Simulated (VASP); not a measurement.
Here is the system:

```
Lu
1.0
    1.78500    -3.09171     0.00000
    1.78500     3.09171     0.00000
    0.00000     0.00000     5.66100
Lu
2
Cartesian
  1.78500   1.03057   1.41525
  1.78500  -1.03057   4.24575
```

Calculation: PBE GGA, VASP's PBE PAW potentials (set 64) (plane waves; VASP). Run with 400 eV cut-off, 11×11×6 Γ-centred mesh, first-order Methfessel-Paxton smearing of 0.10 eV, potentials Lu_3.

Q: Give the stress tensor in GPa (positive for a compressed cell).

A: 
```
-2.27   0.00   0.00
 0.00  -2.27   0.00
 0.00   0.00  -3.33
```
The pressure is its mean diagonal, -2.62 GPa.

The compound is Lu in the hcp structure. The cell was not relaxed at this level.
